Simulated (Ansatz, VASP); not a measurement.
# ZrB2 in two plane-wave programs

Aim: how closely do two programs agree when they are given the same cell, functional and k mesh? The structure shown comes from an earlier Ansatz run, which isn't shown and may have moved the atoms alone.

Program: Ansatz 0.2.0. Level of theory: plane waves, with VASP 6.6.1 beside it; elastic constants at PBE. Results are calculated unless marked as measured.

## 1. Set-up

It takes space group P6/mmm (No. 191, hexagonal). The conventional cell has a = 3.290 Å, b = 3.290 Å, c = 3.547 Å, α = 90.00°, β = 90.00°, γ = 120.00°. Nearest to Zr lie 12 B at 2.60 Å. B has 3 B at 1.90 Å and 6 Zr at 2.60 Å nearest. Farther neighbours are not listed.

## 2. Ansatz: elastic constants, PBE, pair 1

Ansatz runs on its default PAW (the set named soft_2) files.

Elastic constants are differences of stresses under small strains, so they test the stress and the mesh.

File input.yaml:

```yaml
crystal:
  lattice:
    - [3.2895502443, 0.0, 0.0]
    - [-1.6447751222, 2.8488340786, 0.0]
    - [0.0, 0.0, 3.5474272769]
  atoms:
    - { symbol: Zr, position: [0.0, 0.0, 0.0] }
    - { symbol: B, position: [0.3333333333, 0.6666666667, 0.5] }
    - { symbol: B, position: [0.6666666667, 0.3333333333, 0.5] }
kpoints:
  mp_grid: { grid: [1, 1, 1] }
hamiltonian:
  xc: pbe
scf:
  occupations: { method: gaussian, width: 0.1 }
output:
  forces: true
  stress: true
  eigenvalues: true
elastic:
  mode: relaxed_ion
  stencil: two_point
```

Run with:

```console
> ansatz run input.yaml --threads 2 --pin off --max-ram 8192MiB --backend cpu --events-out ev --progress --plain --runs-dir out
```

Numbers of over 12 decimals in the logs are rounded to 6 here.

Log:

```text
Engine: ansatz 0.2.0, x86_64-unknown-linux-gnu
Pseudopotentials: kind: paw
Pseudopotential: Zr, paw, valence charge 12, recommended cutoff 420 eV (normal), Zr.paw.azcp
Pseudopotential: B, paw, valence charge 3, recommended cutoff 420 eV (normal), B.paw.azcp
Functional definition: PBE
  parameter kappa = 0.804
  parameter beta = 0.066725
  exchange = pbe_x(kappa = kappa, mu = beta*pi^2/3)
  correlation = pbe_c(beta = beta)
Crystal: 3 atoms, lattice volume = 33.244 Å³
Basis set: ecut = 420 eV, 647 PW (Γ), exchange–correlation on 48×48×48 points (8 copies of the dense FFT grid, shifted against one another)
Bands: 13, of which v1, the nominal top of the filled ones, is band 9 counted from 1 (8 counted from 0)
Symmetry: 24 space group operations
Space group: P6/mmm (ITA 191), of the structure as read, at distance tolerance 3.2e-5 Å
k-points: 1
Non-local potential: Zr, projectors of the file, l = 0: 3, l = 1: 2, l = 2: 2, l = 3: 2
Non-local potential: B, projectors of the file, l = 0: 2, l = 1: 2, l = 2: 1
PAW form: soft (Blöchl's): semilocal exchange-correlation on the pseudo side does not see the compensation charge
PAW one-centre angular grid: Zr, 590 points (default); XC on 64 Gauss nodes
PAW one-centre angular grid: B, 110 points (default); XC on 64 Gauss nodes
Initial density: superposition of atomic densities (neutral atoms: chi_scale 0, normalization atom), corrected by the library's trained network
Initial wavefunctions: pseudopotential atomic-orbital guess
Functional: x = pbe(κ = 0.804, μ = 0.219515), c = pbe(β = 0.066725)
SCF iter   1: F=—  HF=-4491.146108 eV  |F-HF|=—  |Δ(HF+E_count)|=         —  Δρ=7.18e-2  dr2=1.84e0  ethr=1.77e-3  ⟨swp⟩=5.0  Hψ=60  notcnv=0
preconditioner: auto → none  [insulator: Δε(μ)=5.131 eV  Ē_g=16.276 eV  σ=0.100 eV  W_gap=1.00  n_scr=8 (ndim 8)  ℏωp=25.8 eV  f_vac=0.000  D(μ)=0.00/eV (n_scr^D=0)  ε∞_Penn≈3.5]
SCF iter   2: F=—  HF=-4490.844309 eV  |F-HF|=—  |Δ(HF+E_count)|=   3.02e-1  Δρ=3.34e-2  dr2=1.43e-1  ethr=1.77e-3  ⟨swp⟩=2.0  Hψ=27  notcnv=0
SCF iter   3: F=—  HF=-4490.851144 eV  |F-HF|=—  |Δ(HF+E_count)|=   6.84e-3  Δρ=1.20e-2  dr2=4.52e-2  ethr=7.96e-4  ⟨swp⟩=2.0  Hψ=19  notcnv=0
SCF iter   4: F=—  HF=-4490.845954 eV  |F-HF|=—  |Δ(HF+E_count)|=   5.19e-3  Δρ=1.36e-3  dr2=3.67e-4  ethr=2.51e-4  ⟨swp⟩=2.0  Hψ=17  notcnv=0
SCF iter   5: F=—  HF=-4490.845913 eV  |F-HF|=—  |Δ(HF+E_count)|=   4.10e-5  Δρ=3.19e-4  dr2=1.24e-5  ethr=2.04e-6  ⟨swp⟩=2.0  Hψ=17  notcnv=0
SCF iter   6: F=—  HF=-4490.845940 eV  |F-HF|=—  |Δ(HF+E_count)|=   2.69e-5  Δρ=3.51e-5  dr2=1.33e-7  ethr=6.88e-8  ⟨swp⟩=3.0  Hψ=23  notcnv=0
SCF iter   7: F=—  HF=-4490.845937 eV  |F-HF|=—  |Δ(HF+E_count)|=   2.62e-6  Δρ=5.59e-6  dr2=3.09e-9  ethr=7.39e-10  ⟨swp⟩=2.0  Hψ=17  notcnv=0
SCF iter   8: F=—  HF=-4490.845937 eV  |F-HF|=—  |Δ(HF+E_count)|=   1.79e-9  Δρ=3.11e-7  dr2=2.83e-11  ethr=1.72e-11  ⟨swp⟩=2.0  Hψ=21  notcnv=0
SCF iter   9: F=—  HF=-4490.845937 eV  |F-HF|=—  |Δ(HF+E_count)|=    0.00e0  Δρ=3.40e-8  dr2=4.20e-13  ethr=1.57e-13 (applied; sched 1.00e-12)  ⟨swp⟩=2.0  Hψ=17  notcnv=0
SCF iter  10: F=-4490.845937 eV  HF=-4490.845937 eV  |F-HF|=9.09e-13  |Δ(HF+E_count)|=    0.00e0  Δρ=2.62e-9  dr2=1.37e-15  ethr=1.00e-12  ⟨swp⟩=4.0  Hψ=40  notcnv=0
SCF 1 converged in 10 iterations: F = -4490.845937 eV  dr2 = 1.37e-15
  greatest PAW one-centre occupation: 0.996 electrons in one spin orbital (limit 2), on the Zr atom at site 0 (counted from 0), in its partial waves of l = 0
Crystal: 3 atoms, lattice volume = 33.178 Å³
Symmetry: 8 space group operations
Initial density: handed on by an earlier stage of this run
Initial wavefunctions: pseudopotential atomic-orbital guess (no wavefunctions were taken with the density)
[...]
preconditioner: auto → none  [insulator: Δε(μ)=5.474 eV  Ē_g=16.348 eV  σ=0.100 eV  W_gap=1.00  n_scr=8 (ndim 8)  ℏωp=25.8 eV  f_vac=0.000  D(μ)=0.00/eV (n_scr^D=0)  ε∞_Penn≈3.5]
[...]
preconditioner: auto → none  [insulator: Δε(μ)=5.446 eV  Ē_g=16.340 eV  σ=0.100 eV  W_gap=1.00  n_scr=8 (ndim 8)  ℏωp=25.8 eV  f_vac=0.000  D(μ)=0.00/eV (n_scr^D=0)  ε∞_Penn≈3.5]
[...]
SCF 11 converged in 8 iterations: F = -4490.845867 eV  dr2 = 7.29e-15
relax step   1: F+E_penalty+E_count = -4490.84586742 eV  Δ(F+E_penalty+E_count) = +0.000e0 eV  max|allowed force component| = 1.256e-5 eV/Å  Δτ_max = 0.0000 Å  (8 SCF iters, accepted)
[...]
SCF 12 converged in 6 iterations: F = -4490.845867 eV  dr2 = 1.01e-14
[...]
SCF iter   8: F=—  HF=-4490.845867 eV  |F-HF|=—  |Δ(HF+E_count)|=  4.55e-12  Δρ=1.94e-8  dr2=1.11e-13  ethr=1.34e-13 (applied; sched 1.00e-12)  ⟨swp⟩=2.0  Hψ=18  notcnv=0
SCF iter   9: F=-4490.845867 eV  HF=-4490.845867 eV  |F-HF|=9.09e-13  |Δ(HF+E_count)|=    0.00e0  Δρ=3.48e-9  dr2=1.11e-15  ethr=1.00e-12  ⟨swp⟩=4.0  Hψ=36  notcnv=0
SCF 13 converged in 9 iterations: F = -4490.845867 eV  dr2 = 1.11e-15
relax step   1: F+E_penalty+E_count = -4490.84586742 eV  Δ(F+E_penalty+E_count) = +0.000e0 eV  max|allowed force component| = 1.255e-5 eV/Å  Δτ_max = 0.0000 Å  (9 SCF iters, accepted)
iter 1 solved again at ethr=1.00e-12 eV; its pass at ethr=3.10e-3 eV (dr2=7.33e-12 eV) is discarded
SCF iter   1: F=—  HF=-4490.845854 eV  |F-HF|=—  |Δ(HF+E_count)|=         —  Δρ=3.51e-7  dr2=8.85e-12  ethr=1.00e-12  ⟨swp⟩=136.0  Hψ=267  notcnv=1
SCF iter   2: F=—  HF=-4490.845867 eV  |F-HF|=—  |Δ(HF+E_count)|=   1.32e-5  Δρ=1.78e-7  dr2=2.94e-12  ethr=4.91e-14 (applied; sched 1.00e-12)  ⟨swp⟩=3.0  Hψ=31  notcnv=0
SCF iter   3: F=—  HF=-4490.845867 eV  |F-HF|=—  |Δ(HF+E_count)|=  2.73e-12  Δρ=1.17e-7  dr2=1.04e-12  ethr=1.63e-14 (applied; sched 1.00e-12)  ⟨swp⟩=1.0  Hψ=13  notcnv=0
SCF iter   4: F=—  HF=-4490.845867 eV  |F-HF|=—  |Δ(HF+E_count)|=  9.09e-13  Δρ=8.61e-8  dr2=5.52e-13  ethr=5.78e-15 (applied; sched 1.00e-12)  ⟨swp⟩=1.0  Hψ=13  notcnv=0
SCF iter   5: F=—  HF=-4490.845867 eV  |F-HF|=—  |Δ(HF+E_count)|=    0.00e0  Δρ=6.84e-8  dr2=3.38e-13  ethr=3.07e-15 (applied; sched 1.00e-12)  ⟨swp⟩=1.0  Hψ=13  notcnv=0
SCF iter   6: F=—  HF=-4490.845867 eV  |F-HF|=—  |Δ(HF+E_count)|=    0.00e0  Δρ=4.13e-8  dr2=1.21e-13  ethr=1.88e-15 (applied; sched 1.00e-12)  ⟨swp⟩=1.0  Hψ=13  notcnv=0
SCF iter   7: F=-4490.845867 eV  HF=-4490.845867 eV  |F-HF|=0.00e0  |Δ(HF+E_count)|=    0.00e0  Δρ=2.38e-8  dr2=4.11e-14  ethr=1.00e-12  ⟨swp⟩=3.0  Hψ=35  notcnv=0
SCF 14 converged in 7 iterations: F = -4490.845867 eV  dr2 = 4.11e-14
SCF converged after 10 iterations
Free energy (F): -4490.845937 eV
Harris-Foulkes:  -4490.845937 eV  (|F-HF|=9.09e-13)
Internal energy: -4490.845937 eV  (E = F + TS)
E sigma→0 (E₀):  -4490.845937 eV
Fermi energy:    15.335049 eV
--- Per-component energies (eV) ---
  E_band       = -35.835832
  E_kinetic    = 441.726483
  E_local      = -600.917470  (includes V_loc(G=0)·N_el)
  E_nonlocal   = 95.799765
  E_hartree    = 190.395291
  E_xc         = -226.192969
  E_vxc        = -267.727772  (∫ρ·V_xc dr)
  E_paw        = -3111.040884  (= ΣΔE_a)
  E_vpaw       = -85.507434  (= ΣTr[D̂ρ^β])
  E_aug_tail   = 0.000014  (compensation charges beyond the density's cutoff)
  E_ewald      = -1280.616168
  E_smearing   = -0.000000  (= −TS)
  E_closure    = 0.000000  (closes the sum)
  Σ components = -4490.845937   (vs F -4490.845937, Δ=0.00e0)
--- Forces (eV/Å), atoms counted from 1 ---
  atom   1  Zr     0.00000000    -0.00000000     0.00000000
  atom   2  B      0.00000000     0.00000000     0.00000000
  atom   3  B     -0.00000000    -0.00000000     0.00000000
  max |Σ_I F_I| component: 4.04e-28 eV/Å
--- Stress (GPa, compression-positive) ---
        0.003755       0.000000       0.000000
        0.000000       0.003755       0.000000
        0.000000       0.000000       0.003217
  P = ⅓ Tr σ = 0.0036 GPa (0.036 kbar)
--- Band table (eV) ---
  k-point 0: bands = [... 5 lower, 11.6678, 11.6678, 12.3131, 12.6125, 18.0588, 18.0588, 18.3374, 18.7419]
--- Elastic constants: 3 strain directions × 2 members + reference (group order 24) ---
  dense FFT box of the reference and of every strained cell: 24×24×24
  strains applied: 11, 33, 23; error gains: componentwise 1.00 (the most a stress slope's error grows in a printed constant), spectral 1.41 (1 for all six strains in a standard setting)
  C = ∂σ_k/∂η_j (tension-positive GPa; Voigt order 11 22 33 23 13 12):
       501.282    270.090     75.627      0.000      0.000     -0.000
       270.090    501.282     75.627      0.000      0.000      0.000
        75.794     75.794    107.225      0.000      0.000     -0.000
         0.000      0.000      0.000    167.456     -0.000      0.000
         0.000      0.000      0.000      0.000    167.456      0.000
         0.000     -0.000     -0.000      0.000      0.000    115.596
  reference stress σ⁰ (GPa):     -0.004     -0.004     -0.003     -0.000     -0.000     -0.000
  C* (energy form; C + prestress term) asymmetry max|C*_kj − C*_jk| = 1.672e-1 GPa — a small one proves nothing (zero by symmetry where the batch's group is 432, −43m or m−3m); a large one is finite-difference/SCF noise where every solve meets its electron count
  moduli (Voigt/Reuss/Hill, GPa): K = 216.98/104.32/160.65   G = 135.99/105.22/120.61   E = 289.40   ν = 0.200
  mechanically stable: yes (min eigenvalue of sym C = 90.39 GPa)
  strain η (Voigt 11):  stress-route row diagonal C_11 = 501.28 GPa, energy-path curvature d²(F+E_count+ΔE)/dδ²/Ω₀ = 502.21 GPa
         δ    σ_11 (GPa)             F (eV)   n_scf  n_hpsi   n_pw
    -2.000e-3      -1.0141       -4490.8457737       6     208    647   relax 3 steps, max|allowed force component| 2.45e-5 eV/Å
     2.000e-3       0.9910       -4490.8456832       7     219    647   relax 2 steps, max|allowed force component| 4.53e-5 eV/Å
  strain η (Voigt 33):  stress-route row diagonal C_33 = 107.23 GPa, energy-path curvature d²(F+E_count+ΔE)/dδ²/Ω₀ = 105.61 GPa
         δ    σ_33 (GPa)             F (eV)   n_scf  n_hpsi   n_pw
    -2.000e-3      -0.2210       -4490.8459798       8     248    647   relax 0 steps, max|allowed force component| 1.57e-27 eV/Å
     2.000e-3       0.2079       -4490.8458035       6     206    647   relax 0 steps, max|allowed force component| 2.22e-28 eV/Å
  strain η (Voigt 23):  stress-route row diagonal C_44 = 167.46 GPa, energy-path curvature d²(F+E_count+ΔE)/dδ²/Ω₀ = 166.90 GPa
         δ    σ_23 (GPa)             F (eV)   n_scf  n_hpsi   n_pw
    -2.000e-3      -0.3349       -4490.8458674       6     347    647   relax 1 steps, max|allowed force component| 1.26e-5 eV/Å
     2.000e-3       0.3349       -4490.8458674       7     397    647   relax 1 steps, max|allowed force component| 1.26e-5 eV/Å
```

[end of part 1 of 3]

[Lines on the potential files, build, host, timing and source positions are cut from VASP's logs without a mark.]

[Logs are printed without paths, hosts, clocks, repeated set-up lines and the standing remarks that a program may print on its own settings, such as how far it seeks lower states.]

[Hosts, paths, dates, database ids (printed as entryN), source tags and the programs' standing remarks are cut or masked in the printed files.]
